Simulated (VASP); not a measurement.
Method: optB88-vdW, VASP's PBE PAW potentials (set 64) (plane waves; VASP 6.6.1).

VASP input:

File POSCAR:
```
BaTiO3
1.0
  4.0030406870   0.0000000000   0.0000000000
  0.0000000000   4.0030406870   0.0000000000
  0.0000000000   0.0000000000   4.1153855313
Ba Ti O
1 1 3
Direct
  0.0000000000   0.0000000000   0.0033777059
  0.5000000000   0.5000000000   0.5213899616
  0.5000000000   0.5000000000   0.9702955874
  0.0000000000   0.5000000000   0.4844683725
  0.5000000000   0.0000000000   0.4844683725
```

### INCAR
```
SYSTEM = BaTiO3
PREC = Accurate
ENCUT = 520
EDIFF = 1E-7
NELM = 100
ALGO = Normal
LREAL = .FALSE.
LASPH = .TRUE.
ISMEAR = 0
SIGMA = 0.05
GGA = BO
PARAM1 = 0.1833333333
PARAM2 = 0.22
LUSE_VDW = .TRUE.
AGGAC = 0.0
LMAXMIX = 4
LWAVE = .FALSE.
LCHARG = .FALSE.
LORBIT = 11
ICHARG = 11
```

### KPOINTS
```
k-points along high-symmetry lines
10
Line-mode
Reciprocal
  0.000000   0.000000   0.000000 ! GAMMA
  0.000000   0.500000   0.000000 ! X

  0.000000   0.500000   0.000000 ! X
  0.500000   0.500000   0.000000 ! M

  0.500000   0.500000   0.000000 ! M
  0.000000   0.000000   0.000000 ! GAMMA

  0.000000   0.000000   0.000000 ! GAMMA
  0.000000   0.000000   0.500000 ! Z

  0.000000   0.000000   0.500000 ! Z
  0.000000   0.500000   0.500000 ! R

  0.000000   0.500000   0.500000 ! R
  0.500000   0.500000   0.500000 ! A

  0.500000   0.500000   0.500000 ! A
  0.000000   0.000000   0.500000 ! Z

  0.000000   0.500000   0.000000 ! X
  0.000000   0.500000   0.500000 ! R

  0.500000   0.500000   0.000000 ! M
  0.500000   0.500000   0.500000 ! A
```

POTCAR, in this order: Ba_sv Ti_sv O (PBE.64 set). Program: vasp_std. Read from the step before: CHGCAR.

What VASP printed:

### OSZICAR
```
       N       E                     dE             d eps       ncg     rms          rms(c)
DAV:   1     0.433869659214E+03    0.43387E+03   -0.21931E+04  4320   0.183E+03
DAV:   2     0.211311210011E+02   -0.41274E+03   -0.40513E+03  4896   0.482E+02
DAV:   3    -0.280551827471E+02   -0.49186E+02   -0.47422E+02  7128   0.143E+02
DAV:   4    -0.302163853159E+02   -0.21612E+01   -0.21598E+01  5432   0.291E+01
DAV:   5    -0.303141803653E+02   -0.97795E-01   -0.97794E-01  6128   0.449E+00
DAV:   6    -0.303151338540E+02   -0.95349E-03   -0.95349E-03  5600   0.497E-01
DAV:   7    -0.303151508667E+02   -0.17013E-04   -0.17012E-04  6272   0.630E-02
DAV:   8    -0.303151511033E+02   -0.23667E-06   -0.23666E-06  5632   0.620E-03
DAV:   9    -0.303151511072E+02   -0.38272E-08   -0.38426E-08  3960   0.825E-04
   1 F= -.30315151E+02 E0= -.30315151E+02  d E =-.232000E-14
```

OUTCAR:
```
 val. band max:        3.5467169392   @ k =   0.5000   0.5000   0.5000

 cond. band min:       5.3100784753   @ k =   0.0000   0.0000   0.0000



 k-point     1 :       0.0000    0.0000    0.0000
  band No.  band energies     occupation
      1     -53.0127      2.00000
      2     -29.3949      2.00000
      3     -29.3147      2.00000
      4     -29.3147      2.00000
      5     -21.4976      2.00000
      6     -13.2938      2.00000
      7     -12.6782      2.00000
      8     -12.5643      2.00000
      9      -6.6468      2.00000
     10      -6.6056      2.00000
     11      -6.6056      2.00000
     12       1.1073      2.00000
     13       1.1824      2.00000
     14       1.1824      2.00000
     15       2.0966      2.00000
     16       2.0966      2.00000
     17       2.3424      2.00000
     18       2.9340      2.00000
     19       3.0917      2.00000
     20       3.0917      2.00000
     21       5.3101      0.00000
     22       5.7284      0.00000
     23       5.7284      0.00000
     24       7.4394      0.00000

 k-point     2 :       0.0000    0.0556    0.0000
  band No.  band energies     occupation
      1     -53.0127      2.00000
      2     -29.3948      2.00000
      3     -29.3162      2.00000
      4     -29.3146      2.00000
      5     -21.4945      2.00000
      6     -13.2943      2.00000
      7     -12.6766      2.00000
      8     -12.5634      2.00000
      9      -6.6425      2.00000
     10      -6.6009      2.00000
     11      -6.5954      2.00000
     12       1.0942      2.00000
     13       1.1374      2.00000
     14       1.1766      2.00000
     15       2.0412      2.00000
     16       2.0713      2.00000
     17       2.3335      2.00000
     18       2.8776      2.00000
     19       3.0537      2.00000
     20       3.0863      2.00000
     21       5.3743      0.00000
     22       5.7319      0.00000
     23       5.7356      0.00000
     24       7.4997      0.00000

...
```

The density is held fixed in this step, so its total energy and stress have no physical meaning. Unless said otherwise, spin-orbit coupling is left out, though it shifts the bands of the heavy elements here.

The compound is BaTiO3 in the tetragonal perovskite structure. It was relaxed first.
